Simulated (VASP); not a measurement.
Data:

```
CELL_PARAMETERS angstrom
      4.19846     0.00000     0.00000
     -2.09923     3.63597     0.00000
      0.00000     0.00000     5.85162
ATOMIC_POSITIONS crystal
  Ag 0.00000 0.00000 0.00000
  Ag 0.00000 0.00000 0.50000
  S  0.33333 0.66667 0.25000
  S  0.66667 0.33333 0.75000
```

All values below come from PBE GGA, VASP's PBE PAW potentials (set 64) (plane waves; VASP). Run with 400 eV cut-off, 7×7×4 Monkhorst-Pack mesh, Gaussian smearing of 0.050 eV, potentials Ag S.

Gaps are read on the run's mesh, which can miss a band edge.

Problem. What does the run give for the energy per atom (σ→0), pressure, band gap (on the k-mesh) with the smallest direct gap where there is one?

Solution. 
| Quantity | Value |
|---|---|
| band gap (on the k-mesh) | none (metal, semimetal or under 0.01 eV) |
| energy per atom (σ→0) | -3161 meV/atom |
| pressure | -8.63 GPa |

The absolute energy has meaning only against runs of the same code, potentials and settings.

The structure was generated: AgS was put into the NiAs type (P6_3/mmc), which need not be its known phase. The cell was not relaxed at this level. The run is one of a series of settings (KPOINTS 7×7×4 Monkhorst-Pack mesh against the base run), some of them coarse on purpose.
